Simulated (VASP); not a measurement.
Here is the system:

```xyz
2
Lattice="0.0000 3.0544 3.0544 3.0544 0.0000 3.0544 3.0544 3.0544 0.0000" Properties=species:S:1:pos:R:3 pbc="T T T"
Ga     0.0000    -0.1500     0.0000
Sb     1.5272     1.5272     1.5272
```

All values below come from PBEsol GGA, VASP's PBE PAW potentials (set 64) (plane waves; VASP 6.6.1). Run with 480 eV cut-off, 10×10×10 Γ-centred mesh, first-order Methfessel-Paxton smearing of 0.10 eV, potentials Ga_d Sb.

### Question
Give the force on each atom (eV/Å).

### Answer

```
atom     Fx      Fy     Fz
----  -----  ------  -----
Ga1   0.000   1.167  0.000
Sb2   0.000  -1.167  0.000
```

### Question
Give the stress tensor in GPa (positive for a compressed cell).

### Answer

```
 0.82   0.00  -3.14
 0.00   0.29   0.00
-3.14   0.00   0.82
```
The pressure is its mean diagonal, 0.64 GPa.

The compound is GaSb in the zinc blende structure. This cell was strained or had an atom moved on purpose.
